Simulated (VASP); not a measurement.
```xyz
2
Lattice="0.0000 2.1851 2.1851 2.1851 0.0000 2.1851 2.1851 2.1851 0.0000" Properties=species:S:1:pos:R:3 pbc="T T T"
Nb     0.0000     0.0000     0.0000
N      2.1851     2.1851     2.1851
```

Calculation: AM05 GGA, VASP's PBE PAW potentials (set 64) (plane waves; VASP). Numerical set-up: 520 eV cut-off, 16×16×16 Γ-centred mesh, tetrahedra with Blöchl corrections, potentials Nb_sv N.

Problem. What does the run give for the energy per atom (σ→0), band gap (on the k-mesh) with the smallest direct gap where there is one?

Solution. 
```
Item                                                         Value
------------------------  ----------------------------------------
band gap (on the k-mesh)  none (metal, semimetal or under 0.01 eV)
energy per atom (σ→0)                              -10.711 eV/atom
```

Total energies compare only between runs with the same potentials, cut-off and functional.

The compound is NbN in the rock salt structure, the cubic δ form, which competes with hexagonal ones. It was relaxed first. VASP warned that the highest band is occupied, so more bands are needed.
